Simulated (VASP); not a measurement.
A run of VASP 6.6.1 is set up as follows.

INCAR

```
PREC = Accurate
ENCUT = 520
EDIFF = 1E-6
ISMEAR = -1
SIGMA = 0.05
LREAL = False
LASPH = True
NELM = 100
ALGO = Fast
ISIF = 2
LWAVE = False
LCHARG = False
ISPIN = 2
MAGMOM = 1 1 0 0.6 0
LORBIT = 10
LMAXMIX = 4
GGA = PE
IVDW = 2
KPAR = 4
```

The input KPOINTS:

```
regular mesh
0
Gamma
  8 8 5
```

The input POSCAR:

```
NiMoIrPdW
1.0
    4.1170500000      0.0000000000      0.0000000000
   -2.0585300000      3.5654700000      0.0000000000
    0.0000000000      0.0000000000      5.4458000000
Ni Mo Pd Ir W
1 1 1 1 1
Direct
    0.0000000000      0.0000000000      0.9577500000
    0.6666700000      0.3333300000      0.9616100000
    0.6666700000      0.3333300000      0.4629500000
    0.3333300000      0.6666700000      0.7257200000
    0.3333300000      0.6666700000      0.2364200000
```

Potentials or basis: VASP PAW PBE potentials, release 64 (Ni, Mo_sv, Pd, Ir, W_sv).

Command:

```bash
$ cat potpaw_PBE.64/Ni/POTCAR potpaw_PBE.64/Mo_sv/POTCAR potpaw_PBE.64/Pd/POTCAR potpaw_PBE.64/Ir/POTCAR potpaw_PBE.64/W_sv/POTCAR > POTCAR
$ mpirun -np 4 vasp_std > vasp.out
```

Question: Estimate the Hirshfeld charges.

Answer: Ni -0.04; Mo -0.01; Pd -0.02; Ir -0.04; W +0.11 e.

Question: Predict the dispersion energy per atom.

Answer: -0.718 eV.

Question: Estimate the pressure.

Answer: -8.5 GPa.

Question: What does it give for the net moment?

Answer: 0.00 μB per cell.

Forces in eV/Å, atoms in the order of the input:
```
Ni   0.000  0.000 -0.056
Mo   0.000  0.000  0.006
Pd   0.000  0.000  0.017
Ir   0.000  0.000 -0.073
W    0.000  0.000  0.105
```

Caveat: atom-pairwise D2, TS and ULG terms overbind metals; pairwise dispersion overbinds metals, which lowers pressure and volume. The run has no spin-orbit coupling, so splittings on Ir, W are missing.
